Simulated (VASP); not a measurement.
```
CELL_PARAMETERS angstrom
      0.00000     1.84365     1.84365
      1.84365     0.00000     1.84365
      1.84365     1.84365     0.00000
ATOMIC_POSITIONS crystal
  B  0.00000 0.00000 0.00000
  N  0.25000 0.25000 0.25000
```

The base run (VASP): PBE GGA, plane waves, VASP's PBE PAW potentials (set 64). Run with 520 eV cut-off, 11×11×11 Γ-centred mesh, Gaussian smearing of 0.050 eV, potentials B N.

One setting is varied; ΔE counts from the base run. The base run took about 4 core-seconds. The timings are rough (shared machines, no repeats); factors under 2 mean little.

Pressures at a finite cut-off, here 520 eV, hold a Pulay part, which wasn't tested here.

| setting | cost over the base run | electronic steps | ΔE (meV/atom) | pressure (GPa) |
|---|---|---|---|---|
| base run | reference | 12 | 0.0 | -17.26 |
| ISYM = 1 | within a factor of 2 | 12 | 0.0 | -17.26 |
| SYMPREC = 1E-3 | within a factor of 2 | 12 | 0.0 | -17.26 |
| ISYM = 0 | about 9 times | 12 | 0.0 | -17.26 |
| ISYM = -1 | ___ | 12 | 0.0 | -17.26 |

Question: Complete the blanks.

Answer: 
- ISYM = -1, cost over the base run: about 20 times

Left out are runs that failed, have no time on record or changed the cell.

The compound is BN in the zinc blende structure. The cell was not relaxed at this level.
